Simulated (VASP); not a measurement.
All values below come from LDA (Ceperley-Alder, Perdew-Zunger), VASP's LDA PAW potentials (set 64) (plane waves; VASP).

VASP ran on this input.

**INCAR**
```
LCHARG=.False.
NSW=40   # most ionic steps
LREAL=.False.   # projection in real space or not
LWAVE=.False.
PREC=Accurate
SYSTEM=SrTiO3
ISIF=3   # ions, shape and volume
LMAXMIX=4
IBRION=2   # conjugate gradients
SIGMA=0.05   # width (eV)
EDIFF=1E-6
ENCUT=620   # plane-wave cut-off (eV)
EDIFFG=-0.02
NELM=100   # most electronic steps
LASPH=.True.   # aspherical one-centre terms
ISMEAR=0   # Gaussian
ALGO=Normal
```

File POSCAR:
```
SrTiO3
1
    3.8596056752    -0.0000000000     0.0000000000
    0.0000000000     3.8596056752     0.0000000000
   -0.0000000000    -0.0000000000     3.8596056752
Sr Ti O
1 1 3
Direct
  0.0000000000   0.0000000000   0.0000000000
  0.5000000000   0.5000000000   0.5000000000
  0.5000000000   0.0000000000   0.5000000000
  0.0000000000   0.5000000000   0.5000000000
  0.5000000000   0.5000000000   0.0000000000
```

### KPOINTS
```
Automatic mesh
0
Gamma
6 6 6
0 0 0
```

POTCAR, in this order: Sr_sv Ti_sv O (LDA.64 set). Program: vasp_std.

Output

### OUTCAR
```
 ion  position               nearest neighbor table
   1  0.000  0.000  0.000-   3 2.73   4 2.73   5 2.73   3 2.73   4 2.73   4 2.73   5 2.73   4 2.73
                             3 2.73   5 2.73   3 2.73   5 2.73   2 3.34   2 3.34   2 3.34   2 3.34
   2  0.500  0.500  0.500-   3 1.93   4 1.93   5 1.93   5 1.93   3 1.93   4 1.93   1 3.34   1 3.34
                             1 3.34   1 3.34   1 3.34   1 3.34   1 3.34   1 3.34
   3  0.500  0.000  0.500-   2 1.93   2 1.93   1 2.73   1 2.73   1 2.73   1 2.73
   4  0.000  0.500  0.500-   2 1.93   2 1.93   1 2.73   1 2.73   1 2.73   1 2.73
   5  0.500  0.500  0.000-   2 1.93   2 1.93   1 2.73   1 2.73   1 2.73   1 2.73
  LATTYP: Found a simple cubic cell.
 ALAT       =     3.8596056752
 Subroutine PRICEL returns:
 Original cell was already a primitive cell.
 Subroutine GETGRP returns: Found 48 space group operations
The static configuration has the point symmetry O_h .
The dynamic configuration has the point symmetry O_h .
 Subroutine INISYM returns: Found 48 space group operations
 Subroutine IBZKPT returns following result:
 Found     20 irreducible k-points:

 Following reciprocal coordinates:
            Coordinates               Weight
  0.000000  0.000000  0.000000      1.000000
  0.166667  0.000000  0.000000      6.000000
  0.333333  0.000000  0.000000      6.000000
  0.500000  0.000000  0.000000      3.000000
...
```

**OSZICAR**
```
       N       E                     dE             d eps       ncg     rms          rms(c)
DAV:   1     0.484736225052E+03    0.48474E+03   -0.24290E+04   960   0.212E+03
DAV:   2    -0.178323629559E+01   -0.48652E+03   -0.47939E+03  1144   0.540E+02
DAV:   3    -0.519294897520E+02   -0.50146E+02   -0.48921E+02  1408   0.159E+02
DAV:   4    -0.540186079262E+02   -0.20891E+01   -0.20884E+01  1384   0.302E+01
DAV:   5    -0.540801467521E+02   -0.61539E-01   -0.61536E-01  1304   0.408E+00    0.287E+01
DAV:   6    -0.443672004742E+02    0.97129E+01   -0.64238E+01  1416   0.758E+01    0.184E+01
DAV:   7    -0.442904388731E+02    0.76762E-01   -0.83013E+00  1160   0.234E+01    0.115E+01
DAV:   8    -0.442979158866E+02   -0.74770E-02   -0.20125E+00  1240   0.156E+01    0.321E+00
DAV:   9    -0.441895039851E+02    0.10841E+00   -0.52040E-01  1136   0.780E+00    0.844E-01
DAV:  10    -0.441921421907E+02   -0.26382E-02   -0.10303E-01  1360   0.240E+00    0.720E-01
DAV:  11    -0.441869015990E+02    0.52406E-02   -0.56087E-02  1424   0.197E+00    0.222E-01
DAV:  12    -0.441863622414E+02    0.53936E-03   -0.36987E-03  1208   0.700E-01    0.597E-02
DAV:  13    -0.441863673912E+02   -0.51498E-05   -0.30830E-04  1248   0.125E-01    0.342E-02
DAV:  14    -0.441863633242E+02    0.40670E-05   -0.36873E-05  1536   0.428E-02    0.758E-03
DAV:  15    -0.441863631825E+02    0.14164E-06   -0.19808E-06   760   0.114E-02
   1 F= -.44186363E+02 E0= -.44186363E+02  d E =-.441864E+02
```

OUTCAR:
```
------------------------ aborting loop because EDIFF is reached ----------------------------------------
  FORCE on cell =-STRESS in cart. coord.  units (eV):
  Direction    XX          YY          ZZ          XY          YZ          ZX
  --------------------------------------------------------------------------------------
  Total       -0.0201765     -0.0201765     -0.0201765      0.0000000      0.0000000      0.0000000
  in kB       -0.5622462     -0.5622462     -0.5622462      0.0000000      0.0000000      0.0000000
  external PRESSURE =      -0.5622462 kB  Pullay stress =       0.0000000 kB
  volume of cell :       57.49
      direct lattice vectors                 reciprocal lattice vectors
     3.859605675  0.000000000  0.000000000     0.259093826  0.000000000  0.000000000
     0.000000000  3.859605675  0.000000000     0.000000000  0.259093826  0.000000000
     0.000000000  0.000000000  3.859605675     0.000000000  0.000000000  0.259093826
 POSITION                                       TOTAL-FORCE (eV/Angst)
 -----------------------------------------------------------------------------------
      0.00000      0.00000      0.00000         0.000000      0.000000      0.000000
      1.92980      1.92980      1.92980         0.000000      0.000000      0.000000
      1.92980      0.00000      1.92980         0.000000      0.000000      0.000000
      0.00000      1.92980      1.92980         0.000000      0.000000      0.000000
      1.92980      1.92980      0.00000         0.000000      0.000000      0.000000
 -----------------------------------------------------------------------------------
    total drift:                                0.000000     -0.000000     -0.000000
  FREE ENERGIE OF THE ION-ELECTRON SYSTEM (eV)
  ---------------------------------------------------
  free  energy   TOTEN  =       -44.1863631825 eV

  energy  without entropy=      -44.1863631825  energy(sigma->0) =      -44.18636318

 reached required accuracy - stopping structural energy minimisation
```
(Selected blocks of OUTCAR.)

The compound is SrTiO3 in the cubic perovskite structure, the ideal cubic form; the compound distorts at low or room temperature. It was relaxed first.
